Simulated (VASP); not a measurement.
Set up this calculation in VASP 6.6.1, as the native input.

```yaml
Task: single point
Functional: PBE
Potentials_or_basis: VASP PAW PBE potentials, release 64 (C, Br)
Cutoff: 520 eV
k_mesh: 5 × 5 × 5
Occupations: gaussian, width 0.0124 eV
Spin: no spin polarisation
Dipole_correction: no
Further_INCAR_settings: ALGO = Fast; EDIFF = 1e-06; NBANDS = 12
```

The structure of CBr lies in POSCAR:

```
CBr
1.0
    0.0000000000      2.9248050000      2.9248050000
    2.9248050000      0.0000000000      2.9248050000
    2.9248050000      2.9248050000      0.0000000000
C Br
1 1
Direct
    0.0000000000      0.0000000000      0.0000000000
    0.5000000000      0.5000000000      0.5000000000
```

The cell was built by a generator and needn't be a form met in nature.

The input as run:

INCAR

```
PREC     = Accurate       # precision mode
ENCUT    = 520            # plane-wave cutoff, eV
EDIFF    = 1E-6           # SCF threshold, eV
ISMEAR   = 0              # smearing method
SIGMA    = 0.0124         # smearing width, eV
LREAL    = False          # projectors in reciprocal space
LASPH    = True           # aspherical terms in the spheres
NELM     = 80             # most SCF steps
ALGO     = Fast           # electronic algorithm
ISIF     = 2              # what is computed and relaxed
LWAVE    = False          # write WAVECAR
LCHARG   = False          # write CHGCAR
GGA      = PE             # functional
NBANDS   = 12             # bands
```

KPOINTS

```
Automatic mesh
0
Gamma
  5 5 5
```

Potentials or basis: VASP PAW PBE potentials, release 64 (C, Br).

Launch:

```console
$ cat potpaw_PBE.64/C/POTCAR potpaw_PBE.64/Br/POTCAR > POTCAR
$ mpirun -np 1 vasp_std > vasp.out
```

Results of the run:

```yaml
Pressure: -10.6 GPa
Band_gap_on_the_k_mesh: none (metal or under the smearing width)
```

Caveat: the k mesh is coarse (spacing up to 0.37 Å⁻¹), so the values aren't converged; an odd number of electrons without spin polarisation forces a metal; a magnetic or distorted state may lie lower.

Run time: 9.1 s on 1 thread of Intel(R) Xeon(R) Platinum 8488C (Sapphire Rapids), with other jobs on the host, peak memory 0.16 GiB.
